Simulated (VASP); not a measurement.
VASP input:

**INCAR**
```
SYSTEM = NiAl
PREC = Accurate; ENCUT = 520; LREAL = .False.
LASPH = .True.
EDIFF = 1E-7; NELM = 100; ALGO = Normal
LMAXMIX = 4
ISMEAR = 1; SIGMA = 0.1
GGA = PE; IVDW = 12
ISIF = 2
LWAVE = .False.; LCHARG = .False.
```

**KPOINTS**
```
Automatic mesh
0
Gamma
 13 13 13
0 0 0
```

POSCAR:
```
NiAl
1
    2.8001788391     0.0000000000     0.0000000000
    0.0000000000     2.8001788391     0.0000000000
    0.0000000000     0.0000000000     2.8001788391
Al Ni
1 1
Direct
  0.5000000000   0.5000000000   0.5000000000
  0.0000000000   0.0000000000   0.0000000000
```

POTCAR, in this order: Al Ni (PBE.64 set). Program: vasp_std.

Problem. Write an equivalent input for Ansatz.

Solution. One equivalent input (not run):
Ansatz 0.2 input:
```yaml
crystal:
  lattice:
    - [2.8001788, 0.0000000, 0.0000000]
    - [0.0000000, 2.8001788, 0.0000000]
    - [0.0000000, 0.0000000, 2.8001788]
  atoms:
    - { symbol: Al, position: [0.5000000, 0.5000000, 0.5000000] }
    - { symbol: Ni, position: [0.0000000, 0.0000000, 0.0000000] }
kpoints:
  mp_grid: { grid: [13, 13, 13] }
hamiltonian:
  xc: pbe
  dispersion: d3bj
  pseudopotentials: { kind: paw }
scf:
  occupations: { method: methfessel_paxton, width: 0.1 }
  max_iter: 100
output: { forces: true, stress: true, eigenvalues: true }
```
What does not carry over: each code has its own PAW files, so the cut-off isn't converted (ENCUT is set for VASP's; basis.ecutwfc is left out, and Ansatz then takes the one that its files recommend); Ansatz stops its SCF on the density residual and VASP on the energy change (EDIFF).

The compound is NiAl in the CsCl type structure. This cell is one point of a volume scan, at 0.94 of the reference volume.
